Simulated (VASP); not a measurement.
A VASP calculation is set up with these files.

**INCAR**
```
SYSTEM = InP
PREC = Accurate; ENCUT = 500; LREAL = F
LASPH = T
EDIFF = 1E-6; NELM = 100; ALGO = Normal
LMAXMIX = 4
ISMEAR = 0; SIGMA = 0.05
GGA = PS
IBRION = 2; NSW = 40; ISIF = 3
EDIFFG = -0.02; PSTRESS = 100
LWAVE = F; LCHARG = F
```

**KPOINTS**
```
Automatic mesh
0
Gamma
8 8 8
0 0 0
```

POSCAR:
```
InP
1
   -0.0000000000     2.8287954786     2.8287954786
    2.8287954786     0.0000000000     2.8287954786
    2.8287954786     2.8287954786     0.0000000000
In P
1 1
Direct
  0.0000000000   0.0000000000   0.0000000000
  0.2500000000   0.2500000000   0.2500000000
```

POTCAR, in this order: In_d P (PBE.64 set). Program: vasp_std.

Task: Translate this PBEsol calculation to Ansatz.

Result: One equivalent input (not run):
Ansatz 0.2 input:
```yaml
crystal:
  lattice:
    - [0.0000000, 2.8287955, 2.8287955]
    - [2.8287955, 0.0000000, 2.8287955]
    - [2.8287955, 2.8287955, 0.0000000]
  atoms:
    - { symbol: In, position: [0.0000000, 0.0000000, 0.0000000] }
    - { symbol: P, position: [0.2500000, 0.2500000, 0.2500000] }
kpoints:
  mp_grid: { grid: [8, 8, 8] }
hamiltonian:
  xc: pbesol
  pseudopotentials: { kind: paw }
scf:
  occupations: { method: gaussian, width: 0.05 }
  max_iter: 100
relax:
  max_steps: 40
  f_tol: 0.02
  cell: { p_target: 10 }
output: { forces: true, stress: true, eigenvalues: true }
```
The two are equivalent in intent, not identical: each code has its own PAW files, so the cut-off isn't converted (ENCUT is set for VASP's; basis.ecutwfc is left out, and Ansatz then takes the one that its files recommend); Ansatz stops its SCF on the density residual and VASP on the energy change (EDIFF).

The compound is InP in the zinc blende structure. It was relaxed first under an external pressure of 10 GPa.
